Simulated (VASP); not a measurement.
VASP ran on this input.

### INCAR
```
SYSTEM = Ta
PREC = Accurate; ENCUT = 300; LREAL = F
LASPH = T
EDIFF = 1E-6; NELM = 100; ALGO = Normal
LMAXMIX = 6
ISMEAR = 0; SIGMA = 0.2
GGA = PE
ISIF = 2
LWAVE = F; LCHARG = F
```

### KPOINTS
```
Automatic mesh
0
Gamma
13 13 13
0 0 0
```

POSCAR:
```
Ta
1.0
  0.0000000000   2.9627420000   2.9627420000
  2.9627420000   0.0000000000   2.9627420000
  2.9627420000   2.9627420000   0.0000000000
Ta
2
Cartesian
  4.4718264887   4.4591992823   4.4616465072
  2.9350285113   2.9476557177   2.9452084928
```

POTCAR, in this order: Ta_pv (PBE.64 set). Program: vasp_std.

**Question.** Write an equivalent input for Quantum ESPRESSO's pw.x.

**Answer.** One equivalent input (not run):
```
&CONTROL
  calculation = 'scf'
  pseudo_dir = './pseudo'
  outdir = './out'
  tprnfor = .true.
  tstress = .true.
/
&SYSTEM
  ibrav = 0
  nat = 2
  ntyp = 1
  ecutwfc = 58
  occupations = 'smearing'
  smearing = 'gaussian'
  degauss = 0.0147
  input_dft = 'pbe'
/
&ELECTRONS
  conv_thr = 7.3e-08
  electron_maxstep = 100
/
ATOMIC_SPECIES
  Ta 180.948 Ta.upf
CELL_PARAMETERS angstrom
     0.0000000    2.9627420    2.9627420
     2.9627420    0.0000000    2.9627420
     2.9627420    2.9627420    0.0000000
ATOMIC_POSITIONS crystal
  Ta   0.7508280  0.7550900  0.7542640
  Ta   0.4991720  0.4949100  0.4957360
K_POINTS automatic
  13 13 13 0 0 0
```
The two are equivalent in intent, not identical: the potentials are each code's own (VASP's PAW set, PseudoDojo norm-conserving files in pw.x), so ENCUT and ecutwfc are chosen apart and not converted; conv_thr bounds pw.x's estimated SCF error, while EDIFF bounds the energy change between steps.

The structure was generated: Ta was put into an ordered model structure, which need not be its known phase. The cell was not relaxed at this level, atoms are displaced from their ideal sites.
